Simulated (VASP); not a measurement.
Level of theory: r2SCAN meta-GGA, VASP's PBE PAW potentials (set 64) (plane waves; VASP 6.6.1).

VASP input:

POSCAR:
```
Sc
1.0
  1.6992931369  -2.9432619599   0.0000000000
  1.6992931369   2.9432619599   0.0000000000
  0.0000000000   0.0000000000   5.2896568016
Sc
2
Cart
  1.6992931369   0.9810892821   1.3224142004
  1.6992931369  -0.9810892821   3.9672426012
```

File KPOINTS:
```
kpoints
0
gamma
  13 13 7
```

**INCAR**
```
SYSTEM=Sc
PREC=Accurate; ENCUT=520; LREAL=.False.
LASPH=.True.
EDIFF=1E-7; NELM=100; ALGO=Normal
LMAXMIX=4; LMIXTAU=.True.
ISMEAR=1; SIGMA=0.1
METAGGA=R2SCAN
IBRION=2; NSW=30; ISIF=4
EDIFFG=-0.01
LWAVE=.False.; LCHARG=.False.
```

POTCAR, in this order: Sc_sv (PBE.64 set). Program: vasp_std.

Output

File OSZICAR:
```
       N       E                     dE             d eps       ncg     rms          rms(c)
DAV:   1     0.390290192353E+03    0.39029E+03   -0.11404E+04  2536   0.157E+03
DAV:   2    -0.311093686778E+01   -0.39340E+03   -0.38732E+03  3507   0.689E+02
DAV:   3    -0.285155226434E+02   -0.25405E+02   -0.24575E+02  4206   0.202E+02
DAV:   4    -0.289771888836E+02   -0.46167E+00   -0.45397E+00  3876   0.253E+01
DAV:   5    -0.289860028830E+02   -0.88140E-02   -0.88068E-02  4198   0.340E+00    0.922E+00
DAV:   6    -0.236149970480E+02    0.53710E+01   -0.76041E+00  3052   0.443E+01    0.203E+00
DAV:   7    -0.216247150525E+02    0.19903E+01   -0.14448E+00  3330   0.116E+01    0.106E+00
DAV:   8    -0.232525788027E+02   -0.16279E+01   -0.72239E-01  3087   0.711E+00    0.704E-01
DAV:   9    -0.227494893454E+02    0.50309E+00   -0.44288E-01  2534   0.800E+00    0.304E-01
DAV:  10    -0.227291949964E+02    0.20294E-01   -0.30765E-02  3710   0.297E+00    0.269E-01
DAV:  11    -0.227322575146E+02   -0.30625E-02   -0.17098E-02  2891   0.195E+00    0.252E-01
DAV:  12    -0.226537111382E+02    0.78546E-01   -0.10818E-02  3164   0.102E+00    0.124E-01
DAV:  13    -0.226900984305E+02   -0.36387E-01   -0.36294E-02  2527   0.238E+00    0.819E-02
DAV:  14    -0.226858631206E+02    0.42353E-02   -0.22060E-03  4137   0.706E-01    0.792E-02
DAV:  15    -0.226853857700E+02    0.47735E-03   -0.10985E-04  3150   0.129E-01    0.780E-02
DAV:  16    -0.226847209799E+02    0.66479E-03   -0.55133E-04  2688   0.279E-01    0.522E-02
DAV:  17    -0.226844707447E+02    0.25024E-03   -0.74060E-05  4088   0.106E-01    0.341E-02
DAV:  18    -0.226842173541E+02    0.25339E-03   -0.16574E-04  2765   0.158E-01    0.210E-02
DAV:  19    -0.226842230817E+02   -0.57276E-05   -0.56943E-05  3357   0.907E-02    0.102E-02
DAV:  20    -0.226842235779E+02   -0.49627E-06   -0.78870E-06  4226   0.309E-02    0.408E-03
DAV:  21    -0.226842221367E+02    0.14413E-05   -0.17865E-06  3285   0.172E-02    0.176E-03
DAV:  22    -0.226842211430E+02    0.99366E-06   -0.84246E-07  2667   0.101E-02    0.751E-04
DAV:  23    -0.226842224807E+02   -0.13377E-05   -0.11876E-07  1995   0.655E-03    0.609E-04
DAV:  24    -0.226842219262E+02    0.55448E-06   -0.11098E-07  1624   0.554E-03    0.246E-04
DAV:  25    -0.226842215458E+02    0.38046E-06   -0.34650E-08  1561   0.451E-03    0.252E-04
DAV:  26    -0.226842216697E+02   -0.12392E-06   -0.14350E-08  1477   0.250E-03    0.181E-04
DAV:  27    -0.226842219254E+02   -0.25577E-06   -0.95090E-09  1449   0.208E-03    0.105E-04
DAV:  28    -0.226842216871E+02    0.23834E-06   -0.63129E-09  1442   0.161E-03    0.796E-05
DAV:  29    -0.226842216254E+02    0.61705E-07   -0.33095E-09  1428   0.111E-03
   1 F= -.22684222E+02 E0= -.22683877E+02  d E =-.226842E+02
       N       E                     dE             d eps       ncg     rms          rms(c)
DAV:   1    -0.226844860501E+02   -0.26436E-03   -0.42451E-02  2695   0.449E+00    0.129E-01
DAV:   2    -0.226844394399E+02    0.46610E-04   -0.32458E-03  3738   0.892E-01    0.829E-02
DAV:   3    -0.226843369966E+02    0.10244E-03   -0.26155E-04  3763   0.346E-01    0.932E-03
DAV:   4    -0.226843662264E+02   -0.29230E-04   -0.83082E-05  3645   0.143E-01    0.393E-03
DAV:   5    -0.226843355031E+02    0.30723E-04   -0.12333E-05  2766   0.455E-02    0.273E-03
DAV:   6    -0.226843486171E+02   -0.13114E-04   -0.25110E-06  2983   0.256E-02    0.104E-03
DAV:   7    -0.226843368259E+02    0.11791E-04   -0.21464E-06  2772   0.226E-02    0.382E-04
DAV:   8    -0.226843404816E+02   -0.36557E-05   -0.14743E-07  2030   0.668E-03    0.209E-04
DAV:   9    -0.226843388403E+02    0.16413E-05   -0.28752E-08  1365   0.352E-03    0.972E-05
DAV:  10    -0.226843404112E+02   -0.15709E-05   -0.14990E-08  1323   0.259E-03    0.551E-05
DAV:  11    -0.226843400587E+02    0.35244E-06   -0.46455E-09  1302   0.178E-03    0.412E-05
DAV:  12    -0.226843400841E+02   -0.25359E-07   -0.24624E-09  1302   0.101E-03
   2 F= -.22684340E+02 E0= -.22684001E+02  d E =-.118459E-03
       N       E                     dE             d eps       ncg     rms          rms(c)
DAV:   1    -0.226844474326E+02   -0.10737E-03   -0.22957E-02  2702   0.330E+00    0.947E-02
DAV:   2    -0.226844221382E+02    0.25294E-04   -0.17538E-03  3745   0.656E-01    0.610E-02
DAV:   3    -0.226843612194E+02    0.60919E-04   -0.14234E-04  3755   0.255E-01    0.686E-03
DAV:   4    -0.226843856982E+02   -0.24479E-04   -0.45094E-05  3638   0.105E-01    0.289E-03
DAV:   5    -0.226843647975E+02    0.20901E-04   -0.67272E-06  2744   0.336E-02    0.201E-03
DAV:   6    -0.226843743280E+02   -0.95304E-05   -0.13795E-06  2905   0.190E-02    0.767E-04
DAV:   7    -0.226843658605E+02    0.84675E-05   -0.11585E-06  2758   0.166E-02    0.276E-04
DAV:   8    -0.226843685073E+02   -0.26468E-05   -0.72204E-08  1645   0.482E-03    0.167E-04
DAV:   9    -0.226843678107E+02    0.69664E-06   -0.13237E-08  1316   0.266E-03    0.864E-05
DAV:  10    -0.226843680743E+02   -0.26363E-06   -0.52851E-09  1288   0.157E-03    0.363E-05
DAV:  11    -0.226843682507E+02   -0.17639E-06   -0.30472E-09  1281   0.116E-03    0.412E-05
DAV:  12    -0.226843682395E+02    0.11205E-07   -0.16553E-09  1281   0.860E-04
   3 F= -.22684368E+02 E0= -.22684027E+02  d E =-.146614E-03
```

OUTCAR:
```
------------------------ aborting loop because EDIFF is reached ----------------------------------------
  FORCE on cell =-STRESS in cart. coord.  units (eV):
  Direction    XX          YY          ZZ          XY          YZ          ZX
  --------------------------------------------------------------------------------------
  Total       -0.9500266     -0.9500265     -0.9477423     -0.0000000      0.0000000      0.0000000
  in kB      -28.7668050    -28.7668034    -28.6976360     -0.0000000      0.0000000      0.0000000
  external PRESSURE =     -28.7437481 kB  Pullay stress =       0.0000000 kB
  volume of cell :       52.91
      direct lattice vectors                 reciprocal lattice vectors
     1.696897620 -2.939112811 -0.000000000     0.294655372 -0.170119363  0.000000000
     1.696897620  2.939112811 -0.000000000     0.294655372  0.170119363  0.000000000
    -0.000000000  0.000000000  5.304602186     0.000000000  0.000000000  0.188515550
 POSITION                                       TOTAL-FORCE (eV/Angst)
 -----------------------------------------------------------------------------------
      1.69690      0.97971      1.32615        -0.000000     -0.000000      0.000000
      1.69690     -0.97971      3.97845         0.000000      0.000000     -0.000000
 -----------------------------------------------------------------------------------
    total drift:                                0.000000      0.000707     -0.000013
  FREE ENERGIE OF THE ION-ELECTRON SYSTEM (eV)
  ---------------------------------------------------
  free  energy   TOTEN  =       -22.6843682395 eV

  energy  without entropy=      -22.6833451850  energy(sigma->0) =      -22.68402722

 reached required accuracy - stopping structural energy minimisation
```
(Selected blocks of OUTCAR.)

File CONTCAR:
```
Sc
   1.00000000000000
     1.6968976201997785   -2.9391128108410856   -0.0000000000000000
     1.6968976201997785    2.9391128108410856   -0.0000000000000000
    -0.0000000000000000    0.0000000000000000    5.3046021864285580
  Sc
     2
Direct
     0.3333330000000032    0.6666669999999968    0.2500000000000000
     0.6666669999999968    0.3333330000000032    0.7500000000000000
```

### OUTCAR
```
 val. band max:        3.3017922989   @ k =   0.3077   0.2308   0.4286

 cond. band min:       3.3167006235   @ k =   0.3846   0.1538   0.4286


 Fermi energy:         3.3092220603

 k-point     1 :       0.0000    0.0000    0.0000
  band No.  band energies     occupation
      1     -48.4102      2.00000
      2     -48.3562      2.00000
      3     -26.2150      2.00000
      4     -25.9357      2.00000
      5     -25.9357      2.00000
      6     -25.8822      2.00000
      7     -25.8822      2.00000
      8     -25.8608      2.00000
      9      -2.0502      2.00000
     10       1.7057      2.00000
     11       3.6062     -0.00022
     12       5.0234     -0.00000
     13       5.0235     -0.00000
     14       5.2577     -0.00000
     15       5.4548      0.00000

 k-point     2 :       0.0769    0.0000    0.0000
  band No.  band energies     occupation
      1     -48.4081      2.00000
      2     -48.3555      2.00000
      3     -26.2087      2.00000
      4     -25.9478      2.00000
      5     -25.9399      2.00000
      6     -25.8949      2.00000
      7     -25.8837      2.00000
      8     -25.8637      2.00000
      9      -1.9228      2.00000
     10       1.8109      2.00000
     11       3.5279     -0.00834
     12       4.7955     -0.00000
     13       5.1123     -0.00000
     14       5.3635      0.00000
     15       5.4280      0.00000

 k-point     3 :       0.1538   -0.0000    0.0000
  band No.  band energies     occupation
      1     -48.4021      2.00000
      2     -48.3536      2.00000
      3     -26.1904      2.00000
      4     -25.9814      2.00000
      5     -25.9512      2.00000
      6     -25.9296      2.00000
      7     -25.8884      2.00000
      8     -25.8725      2.00000
      9      -1.5495      2.00000
     10       2.0991      2.00000
     11       3.3384      0.52853
     12       4.3975     -0.00000
     13       5.1622     -0.00000
     14       5.3713      0.00000
     15       5.4181      0.00000
...
```

The compound is Sc in the hcp structure. This cell is one point of a volume scan, at 1.06 of the reference volume. Symmetry was kept, so distortions that lower it aren't found.
